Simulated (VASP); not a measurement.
Given:

```
FePt
1.0
    2.77440     0.00000     0.00000
    0.00000     2.77440     0.00000
    0.00000     0.00000     3.78420
Fe Pt
1 1
Cartesian
  0.00000   0.00000   0.00000
  1.38720   1.38720   1.89210
```
Starting moments (μB, in the order of the record's atoms Fe Pt): 3.0 0.0.

Calculation: PBE GGA, VASP's PBE PAW potentials (set 64) (plane waves; VASP 6.6.1). Settings: LREAL = Auto, 400 eV cut-off, 12×12×9 Γ-centred mesh, first-order Methfessel-Paxton smearing of 0.10 eV, potentials Fe Pt.

Problem. Give the stress tensor in GPa (positive for a compressed cell).

Solution. 
```
-7.95   0.00   0.00
 0.00  -7.95   0.00
 0.00   0.00  -6.93
```
The pressure is its mean diagonal, -7.61 GPa.

The compound is FePt in the L1_0 structure. The cell was not relaxed at this level. The run is one of a series of settings (LREAL = Auto against the base run), some of them coarse on purpose.
